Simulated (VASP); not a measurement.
A (001) film of C (diamond) is held to a substrate: the a axis is strained and b keeps its length, while the normal axis and the ions relax (no surfaces; a periodic cell). The unstrained cell:

```xyz
4
Lattice="2.5004 0.0000 0.0000 0.0000 2.5004 0.0000 0.0000 0.0000 3.5355" Properties=species:S:1:pos:R:3 pbc="T T T"
C      0.0000     0.0000     0.0000
C      1.2502     0.0000     0.8839
C      1.2502     1.2502     1.7677
C      0.0000     1.2502     2.6516
```

Calculation: LDA (Ceperley-Alder, Perdew-Zunger), VASP's LDA PAW potentials (set 64) (plane waves; VASP). The films relaxed at 620 eV, and energies and bands are at 520 eV on a 9×9×6 Γ-centred mesh. The normal strain counts from the bulk cell relaxed at the lower cut-off; gaps come from mesh and path in this cell's own zone, into which the crystal's zone is folded, and 0.00 means none. mBJ runs use the same cells.

```tsv
strain along a (%)	strain along the normal (%)	E over the lowest row (meV/atom)	gap, LDA (eV)	gap, mBJ (eV)
-2	+0.20	6.8	3.99	4.80
-1	+0.06	0.2	4.09	4.91
+1	[?]	[?]	[?]	[?]
+2	[?]	[?]	[?]	[?]
```

Task: What belongs in the gaps?

Result: 
- +2, strain along the normal (%): -0.34
- +2, E over the lowest row (meV/atom): 5.8
- +2, gap, LDA (eV): 3.73
- +2, gap, mBJ (eV): 4.56
- +1, strain along the normal (%): -0.21
- +1, E over the lowest row (meV/atom): 0.0
- +1, gap, LDA (eV): 3.94
- +1, gap, mBJ (eV): 4.77

Runs of the series that failed, ran out of time, didn't relax or are held back are left out.

The compound is C in the diamond structure.
